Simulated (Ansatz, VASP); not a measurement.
# CoCl2: VASP beside Ansatz, part 2 of 3

Wanted: the spread between two codes on one cell, functional and k mesh. The cell is taken from a series of runs on this material, whose earlier steps may have relaxed, scaled, displaced or heated it; both programs get it as it stands.

VASP 6.6.1 and Ansatz 0.2.0.

So far: The structure; Ansatz: single point, PBEsol, DFT+U, pair 1.

## Step 3: VASP: single point, PBEsol, DFT+U, pair 1

Level of this step: PBEsol, DFT+U (Co d 3.5 eV), spin-polarised from an antiferromagnetic start; plane waves and PAW (Co, Cl) (VASP).

The same cell, functional, mesh and smearing now go to VASP, with its own data sets.

Lines of VASP's logs that name or quote its potential files are left out, and so is its time.

File INCAR:

```
SYSTEM = CoCl2
PREC = Accurate
ENCUT = 520
EDIFF = 1E-06
NELM = 200
ISMEAR = -1
SIGMA = 0.02
LREAL = .FALSE.
ALGO = Normal
GGA = PS
NBANDS = 32
ISPIN = 2
MAGMOM = 2.6 -2.6 -0.13 0.13 0.13 -0.13
LDAU = .TRUE.
LDAUTYPE = 2
LDAUL = 2 -1
LDAUU = 3.5 0
LDAUJ = 0 0
LDAUPRINT = 1
LASPH = .TRUE.
LMAXMIX = 4
LORBIT = 11
LWAVE = .FALSE.
LCHARG = .FALSE.
ISIF = 2
GGA_COMPAT = .FALSE.
KPAR = 2
```

File POSCAR:

```
CoCl2
1.0
    3.5400119547      0.0000000000      0.0000000000
   -1.7700059773      3.0657402824      0.0000000000
    0.0000000000      0.0000000000     11.9450125400
Co Cl
2 4
Direct
    0.0000000000      0.0000000000      0.0000000000
    0.0000000000      0.0000000000      0.5000000000
    0.6666666667      0.3333333333      0.3891275600
    0.6666666667      0.3333333333      0.8891275600
    0.3333333333      0.6666666667      0.1108724400
    0.3333333333      0.6666666667      0.6108724400
```

File KPOINTS:

```
Automatic mesh
0
Gamma
10 10 3
0 0 0
```

Potentials, in the order of the species: Co and Cl (PBE family, release 64).

Command:

```console
$ mpirun -np 2 vasp_std
```

Numbers of over 12 decimals in the logs are rounded to 6 here.

What it wrote:

```text
[banner, memory and clock lines left out]
running    2 mpi-ranks, on    1 nodes
 distrk:  each k-point on    1 cores,    2 groups
 distr:  one band on    1 cores,    1 groups

 POSCAR found type information on POSCAR CoCl
 POSCAR found :  2 types and       6 ions
|                                                                             |
|               ----> ADVICE to this user running VASP <----                  |
|                                                                             |
|     You enforced a specific xc type in the INCAR file but a different       |
|     [... a line on the potential file left out ...]
|     I HOPE YOU KNOW WHAT YOU ARE DOING!                                     |
|                                                                             |

 LDA part: xc-table for (Slater+PW92), standard interpolation
 POSCAR, INCAR and KPOINTS ok, starting setup
 FFT: planning ... GRIDC
 FFT: planning ... GRID_SOFT
 FFT: planning ... GRID
 WAVECAR not read
 entering main loop
       N       E                     dE             d eps       ncg     rms          rms(c)
DAV:   1     0.411630339280E+03    0.41163E+03   -0.19719E+04  4608   0.138E+03
DAV:   2     0.316107621435E+02   -0.38002E+03   -0.35338E+03  5016   0.325E+02
DAV:   3    -0.217454295909E+02   -0.53356E+02   -0.52002E+02  5816   0.136E+02
DAV:   4    -0.237061052575E+02   -0.19607E+01   -0.19545E+01  5680   0.302E+01
DAV:   5    -0.237847588622E+02   -0.78654E-01   -0.78633E-01  7024   0.574E+00    0.185E+01
DAV:   6    -0.225159577863E+02    0.12688E+01   -0.30440E+01  6728   0.804E+01    0.208E+01
DAV:   7    -0.231772707712E+02   -0.66131E+00   -0.63992E+00  5912   0.388E+01    0.105E+01
DAV:   8    -0.237160036495E+02   -0.53873E+00   -0.13543E+00  6736   0.165E+01    0.613E+00
DAV:   9    -0.242201427322E+02   -0.50414E+00   -0.41963E-01  6568   0.103E+01    0.209E+00
DAV:  10    -0.242742446735E+02   -0.54102E-01   -0.10820E-01  6592   0.488E+00    0.106E+00
DAV:  11    -0.242770119235E+02   -0.27673E-02   -0.22531E-02  6120   0.301E+00    0.638E-01
DAV:  12    -0.242801887109E+02   -0.31768E-02   -0.14498E-02  6656   0.134E+00    0.367E-01
DAV:  13    -0.242814749063E+02   -0.12862E-02   -0.30586E-03  7064   0.778E-01    0.179E-01
DAV:  14    -0.242817194423E+02   -0.24454E-03   -0.80223E-04  6616   0.352E-01    0.938E-02
DAV:  15    -0.242818845665E+02   -0.16512E-03   -0.28797E-04  6312   0.245E-01    0.342E-02
DAV:  16    -0.242818922822E+02   -0.77158E-05   -0.55954E-05  6200   0.128E-01    0.157E-02
DAV:  17    -0.242818992640E+02   -0.69817E-05   -0.20178E-05  6856   0.364E-02    0.935E-03
DAV:  18    -0.242818997149E+02   -0.45095E-06   -0.16382E-06  3848   0.232E-02
   1 F= -.24281900E+02 E0= -.24281900E+02  d E =-.340526E-10  mag=    -0.0000
```

Parts of OUTCAR (step 3):

```text
ion  position               nearest neighbor table
   1  0.000  0.000  0.000-   4 2.44   5 2.44   5 2.44   4 2.44   4 2.44   5 2.44
   2  0.000  0.000  0.500-   3 2.44   6 2.44   6 2.44   3 2.44   3 2.44   6 2.44
   3  0.667  0.333  0.389-   2 2.44   2 2.44   2 2.44
   4  0.667  0.333  0.889-   1 2.44   1 2.44   1 2.44
   5  0.333  0.667  0.111-   1 2.44   1 2.44   1 2.44
   6  0.333  0.667  0.611-   2 2.44   2 2.44   2 2.44

  LATTYP: Found a hexagonal cell.
 ALAT       =     3.5400119547
 C/A-ratio  =     3.3742859326

 Subroutine GETGRP returns: Found 12 space group operations
 (whereof 12 operations were pure point group operations)

The static configuration has the point symmetry D_3d.

 Found     36 irreducible k-points:

   k-points           NKPTS =     36   k-points in BZ     NKDIM =     36   number of bands    NBANDS=     32

   dimension x,y,z NGX =    28 NGY =   28 NGZ =   90
   dimension x,y,z NGXF=    56 NGYF=   56 NGZF=  180

   ENCUT  =  520.0 eV  38.22 Ry    6.18 a.u.   6.58  6.58 22.21*2*pi/ulx,y,z

   NELECT =      46.0000    total number of electrons

 k-points in reciprocal lattice and weights: Automatic mesh
   0.00000000  0.00000000  0.00000000       0.003
   0.10000000  0.00000000  0.00000000       0.020
   0.20000000  0.00000000  0.00000000       0.020
   0.30000000  0.00000000  0.00000000       0.020
   0.40000000 -0.00000000  0.00000000       0.020
   0.50000000  0.00000000  0.00000000       0.010
   0.10000000  0.10000000  0.00000000       0.020
   0.20000000  0.10000000  0.00000000       0.040
   0.30000000  0.10000000  0.00000000       0.040
[...]
0.40000000  0.20000000  0.33333333       0.040
   0.30000000  0.30000000  0.33333333       0.040

atom =   1  type =  1  l = 2

 onsite density matrix

spin component  1

  0.9722  0.0000 -0.0000 -0.0186  0.0000
  0.0000  0.9823  0.0000  0.0000 -0.0186
 -0.0000  0.0000  0.9631  0.0000 -0.0000
 -0.0186  0.0000  0.0000  0.9823 -0.0000
  0.0000 -0.0186 -0.0000 -0.0000  0.9722

spin component  2

  0.5002 -0.0000 -0.0000  0.3929 -0.0000
 -0.0000  0.6033 -0.0000  0.0000  0.3929
 -0.0000 -0.0000  0.0286 -0.0000 -0.0000
  0.3929  0.0000 -0.0000  0.6033  0.0000
 -0.0000  0.3929 -0.0000  0.0000  0.5002

 occupancies and eigenvectors

  o =  0.0286  v =  0.0000  0.0000  0.0000  0.0000  0.0000 -0.0000  0.0000 -1.0000  0.0000 -0.0000      0.0000  0.0000  0.0000  0.0000  0.0000  0.0000  0.0000  0.0000  0.0000  0.0000
  o =  0.1555  v =  0.0000  0.0000  0.0000  0.0000  0.0000 -0.2275 -0.6286 -0.0000  0.1996  0.7165      0.0000  0.0000  0.0000  0.0000  0.0000  0.0000  0.0000  0.0000  0.0000  0.0000
  o =  0.1555  v =  0.0000  0.0000  0.0000  0.0000  0.0000 -0.7165  0.1996  0.0000  0.6286 -0.2275      0.0000  0.0000  0.0000  0.0000  0.0000  0.0000  0.0000  0.0000  0.0000  0.0000
  o =  0.9480  v =  0.0000  0.0000  0.0000  0.0000  0.0000  0.1996 -0.7165  0.0000  0.2275 -0.6286      0.0000  0.0000  0.0000  0.0000  0.0000  0.0000  0.0000  0.0000  0.0000  0.0000
  o =  0.9480  v =  0.0000  0.0000  0.0000  0.0000  0.0000 -0.6286 -0.2275  0.0000 -0.7165 -0.1996      0.0000  0.0000  0.0000  0.0000  0.0000  0.0000  0.0000  0.0000  0.0000  0.0000
  o =  0.9580  v = -0.2404  0.5787  0.0000 -0.1837  0.7573  0.0000  0.0000  0.0000  0.0000  0.0000      0.0000  0.0000  0.0000  0.0000  0.0000  0.0000  0.0000  0.0000  0.0000  0.0000
  o =  0.9580  v = -0.7573 -0.1837 -0.0000 -0.5787 -0.2404  0.0000  0.0000  0.0000  0.0000  0.0000      0.0000  0.0000  0.0000  0.0000  0.0000  0.0000  0.0000  0.0000  0.0000  0.0000
  o =  0.9631  v =  0.0000  0.0000 -1.0000  0.0000  0.0000  0.0000  0.0000  0.0000  0.0000  0.0000      0.0000  0.0000  0.0000  0.0000  0.0000  0.0000  0.0000  0.0000  0.0000  0.0000
[...]
o =  0.1555  v = -0.2276 -0.6286 -0.0000  0.1996  0.7164  0.0000  0.0000  0.0000  0.0000  0.0000      0.0000  0.0000  0.0000  0.0000  0.0000  0.0000  0.0000  0.0000  0.0000  0.0000
  o =  0.1555  v = -0.7164  0.1996  0.0000  0.6286 -0.2276  0.0000  0.0000  0.0000  0.0000  0.0000      0.0000  0.0000  0.0000  0.0000  0.0000  0.0000  0.0000  0.0000  0.0000  0.0000
  o =  0.9480  v =  0.1996 -0.7165  0.0000  0.2275 -0.6286  0.0000  0.0000  0.0000  0.0000  0.0000      0.0000  0.0000  0.0000  0.0000  0.0000  0.0000  0.0000  0.0000  0.0000  0.0000
  o =  0.9480  v = -0.6286 -0.2275  0.0000 -0.7165 -0.1996  0.0000  0.0000  0.0000  0.0000  0.0000      0.0000  0.0000  0.0000  0.0000  0.0000  0.0000  0.0000  0.0000  0.0000  0.0000
  o =  0.9580  v =  0.0000  0.0000  0.0000  0.0000  0.0000 -0.2405  0.5787  0.0000 -0.1837  0.7573      0.0000  0.0000  0.0000  0.0000  0.0000  0.0000  0.0000  0.0000  0.0000  0.0000
  o =  0.9580  v =  0.0000  0.0000  0.0000  0.0000  0.0000 -0.7573 -0.1837 -0.0000 -0.5787 -0.2405      0.0000  0.0000  0.0000  0.0000  0.0000  0.0000  0.0000  0.0000  0.0000  0.0000
  o =  0.9631  v =  0.0000  0.0000  0.0000  0.0000  0.0000  0.0000  0.0000 -1.0000  0.0000  0.0000      0.0000  0.0000  0.0000  0.0000  0.0000  0.0000  0.0000  0.0000  0.0000  0.0000
  o =  0.9966  v =  0.0000  0.0000  0.0000  0.0000  0.0000  0.1837  0.7573  0.0000 -0.2404 -0.5787      0.0000  0.0000  0.0000  0.0000  0.0000  0.0000  0.0000  0.0000  0.0000  0.0000
  o =  0.9966  v =  0.0000  0.0000  0.0000  0.0000  0.0000 -0.5787  0.2404  0.0000  0.7573 -0.1837      0.0000  0.0000  0.0000  0.0000  0.0000  0.0000  0.0000  0.0000  0.0000  0.0000

 average (electrostatic) potential at core
       1 -86.1092       2 -86.1092       3 -92.7277       4 -92.7277       5 -92.7277
       6 -92.7277

 E-fermi :   2.0462

 spin component 1
 k-point     1 :       0.0000    0.0000    0.0000
  band No.  band energies     occupation
    ...
     19       0.8578      1.00000
     20       0.8578      1.00000
     21       0.9386      1.00000
     22       1.6380      1.00000
     23       1.6380      1.00000
     24       4.1701      0.00000
     25       5.0520      0.00000
     26       5.0520      0.00000
     27       6.6295      0.00000
     28       7.9296      0.00000
    ...

 k-point     2 :       0.1000    0.0000    0.0000
  band No.  band energies     occupation
    ...
     19       0.7571      1.00000
     20       0.9590      1.00000
     21       0.9727      1.00000
     22       1.3557      1.00000
     23       1.5954      1.00000
     24       4.2237      0.00000
     25       4.9096      0.00000
     26       5.0164      0.00000
     27       7.0502      0.00000
     28       8.2023      0.00000
    ...

 k-point     3 :       0.2000    0.0000    0.0000
  band No.  band energies     occupation
    ...
     19       0.6191      1.00000
     20       0.6728      1.00000
     21       1.0767      1.00000
     22       1.1204      1.00000
     23       1.5339      1.00000
     24       4.2795      0.00000
     25       4.7682      0.00000
     26       4.9440      0.00000
     27       7.9165      0.00000
     28       8.5640      0.00000
    ...

 k-point     4 :       0.3000    0.0000    0.0000
  band No.  band energies     occupation
    ...
     19       0.4237      1.00000
     20       0.6440      1.00000
     21       1.0976      1.00000
     22       1.2062      1.00000
     23       1.5188      1.00000
     24       4.2607      0.00000
     25       4.8414      0.00000
     26       4.8858      0.00000
     27       7.9979      0.00000
     28       8.5735      0.00000
    ...

 k-point     5 :       0.4000   -0.0000    0.0000
  band No.  band energies     occupation
    ...
     19       0.1611      1.00000
     20       0.6378      1.00000
     21       1.2114      1.00000
     22       1.2442      1.00000
     23       1.5287      1.00000
     24       4.1931      0.00000
     25       4.8567      0.00000
     26       5.0102      0.00000
     27       7.5967      0.00000
     28       8.1679      0.00000
    ...

 k-point     6 :       0.5000    0.0000    0.0000
  band No.  band energies     occupation
    ...
     19      -0.0558      1.00000
     20       0.6244      1.00000
     21       1.2546      1.00000
     22       1.2642      1.00000
     23       1.5349      1.00000
     24       4.1536      0.00000
     25       4.8488      0.00000
     26       5.0929      0.00000
     27       7.4376      0.00000
     28       8.0148      0.00000
    ...

  Total       -1.1150293     -1.1150293     -0.7715883     -0.0000000      0.0000000     -0.0000000
  in kB      -13.7806645    -13.7806645     -9.5360722     -0.0000000      0.0000000     -0.0000000
  external PRESSURE =     -12.3658004 kB  Pullay stress =       0.0000000 kB

  energy-cutoff  :      520.00
  volume of cell :      129.64
      direct lattice vectors                 reciprocal lattice vectors
     3.540011955  0.000000000  0.000000000     0.282484922  0.163092746  0.000000000
    -1.770005977  3.065740282  0.000000000     0.000000000  0.326185491  0.000000000
     0.000000000  0.000000000 11.945012540     0.000000000  0.000000000  0.083716949

 POSITION                                       TOTAL-FORCE (eV/Angst)
 -----------------------------------------------------------------------------------
      0.00000      0.00000      0.00000         0.000000     -0.000000      0.000000
      0.00000      0.00000      5.97251         0.000000     -0.000000      0.000000
      1.77001      1.02191      4.64813        -0.000000     -0.000000      0.165109
      1.77001      1.02191     10.62064         0.000000     -0.000000      0.165109
     -0.00000      2.04383      1.32437         0.000000      0.000000     -0.165109
     -0.00000      2.04383      7.29688        -0.000000      0.000000     -0.165109
 -----------------------------------------------------------------------------------
    total drift:                               -0.000000      0.000000      0.000000

  FREE ENERGIE OF THE ION-ELECTRON SYSTEM (eV)
  ---------------------------------------------------
  free  energy   TOTEN  =       -24.2818997149 eV

  energy  without entropy=      -24.2818997149  energy(sigma->0) =      -24.28189971

 total charge
# of ion       s       p       d       tot
------------------------------------------
    1        0.304   0.334   7.087   7.725
    2        0.304   0.334   7.087   7.725
    3        1.590   3.501   0.000   5.091
    4        1.590   3.501   0.000   5.091
    5        1.590   3.501   0.000   5.091
    6        1.590   3.501   0.000   5.091
--------------------------------------------------
tot          6.969  14.672  14.173  35.814

 magnetization (x)
# of ion       s       p       d       tot
------------------------------------------
    1        0.014   0.012   2.635   2.661
    2       -0.014  -0.012  -2.635  -2.661
    3       -0.007  -0.110   0.000  -0.117
    4        0.007   0.110   0.000   0.117
    5        0.007   0.110   0.000   0.117
    6       -0.007  -0.110   0.000  -0.117
--------------------------------------------------
tot          0.000   0.000   0.000   0.000

[... 1 further part left out ...]
```

The magnetic state follows from one typed start and may not be the lowest.

## Step 4: Comparison

Known differences besides the potentials themselves: VASP starts from the moments at which Ansatz ended; U acts on the PAW sphere in VASP and on atomic orbitals in Ansatz, so only states and trends compare; the data sets hold 62 valence electrons in Ansatz (on its default PAW (the set named soft_2) files) and 46 in VASP; the cutoff is 420 eV in Ansatz and 520 eV in VASP; Ansatz makes its cores anew for this functional, VASP keeps those of its PBE data sets; site moments are counted in spheres of each program's own size. Total energies have different zeros and are not compared.

Both answers:

| quantity | Ansatz | VASP | difference |
| --- | --- | --- | --- |
| gap on the k mesh (eV) | 2.442 | 2.478 | -0.035 |
| moment on Co1 (μB) | 2.60 | 2.66 | -0.06 |
| moment on Co2 (μB) | -2.60 | -2.66 | +0.06 |
| moment on Cl3 (μB) | -0.13 | -0.12 | -0.01 |
| moment on Cl4 (μB) | 0.13 | 0.12 | +0.01 |
| moment on Cl5 (μB) | 0.13 | 0.12 | +0.01 |
| moment on Cl6 (μB) | -0.13 | -0.12 | -0.01 |

A gap on the mesh is an upper bound, since the band edges may lie between its points.

## Step 5: Ansatz: single point, PBEsol, DFT+U, pair 2

A single point takes one fixed geometry, so differences don't come from the geometry; what else differs is listed under the comparison.

The cell is taken from a series of runs on this material, whose earlier steps may have relaxed, scaled, displaced or heated it; both programs get it as it stands.

File input.yaml:

```yaml
crystal:
  lattice:
    - [3.5400119547, 0.0, 0.0]
    - [-1.7700059773, 3.0657402824, 0.0]
    - [0.0, 0.0, 11.94501254]
  atoms:
    - { symbol: Co, position: [0.0, 0.0, 0.0], spin: 2.6 }
    - { symbol: Co, position: [0.0, 0.0, 0.5], spin: -2.6 }
    - { symbol: Cl, position: [0.66666667, 0.33333333, 0.38912756] }
    - { symbol: Cl, position: [0.66666667, 0.33333333, 0.88912756] }
    - { symbol: Cl, position: [0.33333333, 0.66666667, 0.11087244] }
    - { symbol: Cl, position: [0.33333333, 0.66666667, 0.61087244] }
magnetization:
  spin_polarized: true
kpoints:
  mp_grid: { grid: [10, 10, 3] }
  band_path:
    path:
      - [0.0, 0.0, 0.0]
      - [0.5, 0.0, 0.0]
      - [0.3333333333, 0.3333333333, 0.0]
      - [0.0, 0.0, 0.0]
      - [0.0, 0.0, 0.5]
      - [0.5, 0.0, 0.5]
      - [0.3333333333, 0.3333333333, 0.5]
    npoints: 11
hamiltonian:
  xc: pbesol
  hubbard:
    sites:
      - { species: Co, l: d, u_eff: 4.55, starting_ns: occupation_matrices }
scf:
  occupations: { method: fermi_dirac, width: 0.02 }
  lower_state_search: "off"
output:
  write_bands: true
  eigenstates:
    nscf_kmesh: { grid: [10, 10, 3] }
    top_band: c46
    exchange_couplings: { magnetic: [{ species: Co }] }
checkpoint:
  read: ground.run
  write: this.run
  compress: false
  write_wavefunctions: false
  write_every: 100000
```

Command:

```console
$ ansatz run input.yaml --threads 2 --pin off --max-ram 5120MiB --backend cpu --events-out ev --progress --plain --runs-dir out
```

What it wrote:

```text
[...]
Crystal: 6 atoms, lattice volume = 129.636 Å³
Basis set: ecut = 420 eV, 2517 PW (Γ)
Bands: 41, of which v1, the nominal top of the filled ones, is band 31 counted from 1 (30 counted from 0)
Symmetry: 12 space group operations
[...]
k-points: 36 of 300
[...]
Starting moments: Σ|m| = 5.2 μB on 2 of 6 sites
[...]
k-point 0 ↑: bands = [... 27 lower, 3.2004, 3.3012, 3.9394, 3.9394, 6.9175, 7.5784, 7.5784, 8.9235, ... 6 higher]
  k-point 1 ↑: bands = [... 27 lower, 3.1976, 3.1976, 3.9399, 3.9399, 6.9192, 7.5782, 7.5782, 9.1509, ... 6 higher]
  k-point 2 ↑: bands = [... 27 lower, 3.2104, 3.3183, 3.6429, 3.9000, 6.9673, 7.4455, 7.5455, 9.3452, ... 6 higher]
  k-point 35 ↓: bands = [... 27 lower, 2.7868, 2.8556, 3.3322, 3.4992, 6.8854, 7.2975, 7.4469, 10.6053, ... 6 higher]
Occupation matrices written to <dir>
[key lines of the parts left out:]
SCF converged after 17 iterations
Magnetization: 0.0000 μB (31.0000 up, 31.0000 down)
Free energy (F): -14430.392339 eV
Fermi energy:    5.394573 eV
```

[end of part 2 of 3]

[Lines on the potential files, build, host, timing and source positions are cut from VASP's logs without a mark.]

[Logs are printed without paths, hosts, clocks, repeated set-up lines and the standing remarks that a program may print on its own settings, such as how far it seeks lower states.]

[Hosts, paths, dates, database ids (printed as entryN), source tags and the programs' standing remarks are cut or masked in the printed files.]
